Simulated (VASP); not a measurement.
```
CELL_PARAMETERS angstrom
     -2.00325     2.00325     4.83650
      2.00325    -2.00325     4.83650
      2.00325     2.00325    -4.83650
ATOMIC_POSITIONS crystal
  Ca 0.00000 0.00000 0.00000
  Cu 0.75000 0.25000 0.50000
  Cu 0.25000 0.75000 0.50000
  P  0.61878 0.61878 0.00000
  P  0.38122 0.38122 0.00000
```

The numbers are results of LDA (Ceperley-Alder, Perdew-Zunger), VASP's LDA PAW potentials (set 64) (plane waves; VASP), not measurements. Run with 300 eV cut-off, 9×9×9 Γ-centred mesh, Gaussian smearing of 0.10 eV, potentials Ca_sv Cu P.

At this cut-off the stress carries a Pulay error, which pulls relaxed volumes low.

Problem. Give the force on each atom (eV/Å).

Solution. 
```tsv
atom	Fx	Fy	Fz
Ca1	0.000	0.000	0.000
Cu2	0.000	0.000	0.000
Cu3	0.000	0.000	0.000
P4	0.000	0.000	0.209
P5	0.000	0.000	-0.209
```

Problem. Give the stress tensor in GPa (positive for a compressed cell).

Solution. 
```
-6.87   0.00   0.00
 0.00  -6.87   0.00
 0.00   0.00  -5.98
```
The pressure is its mean diagonal, -6.57 GPa.

The structure comes from a computed database's CaCu2P2 entry (I4/mmm); how it stands against other phases isn't given here. The cell was not relaxed at this level.
